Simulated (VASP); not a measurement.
AgI (zinc blende), at 0.96 of the tabulated volume:

```
AgI
1.0
    0.00000     3.20608     3.20608
    3.20608     0.00000     3.20608
    3.20608     3.20608     0.00000
Ag I
1 1
Direct
  0.00000   0.00000   0.00000
  0.25000   0.25000   0.25000
```

The lowest empty band near Γ, direction [110], from PBE with spin-orbit coupling in VASP (PAW); its two spin partners are averaged. The gap over the points computed is 1.11 eV, and the next band on that side lies 4.15 eV away at the edge.

Run with 400 eV cut-off, 8×8×8 Γ-centred mesh, Gaussian smearing of 0.050 eV, potentials Ag I.

```
distance from the edge in k (1/Å)  distance in energy (meV)
---------------------------------  ------------------------
0.012                                                   3.5
0.018                                                   8.0
0.025                                                  15.3
0.035                                                  29.6
0.050                                                  59.0
0.070                                                 110.8
```

**Question.** Fit E(1 + αE) = ħ²k²/2m* (ħ²/2m0 = 3.810 eV Å²) and predict the row at 0.095 1/Å.

**Answer.** Least squares on the energies gives the electron mass m* = 0.154 m0 and α = 0.88 per eV, and so 191.7 meV. The run gave 191.4 meV, -0.3 meV from the fit.

Left out are points under 3 meV from the edge, since the levels carry 0.1 meV, and points farther than half the way to the next band.

The compound is AgI in the zinc blende structure, whereas wurtzite is the usual form. The cell was not relaxed at this level.
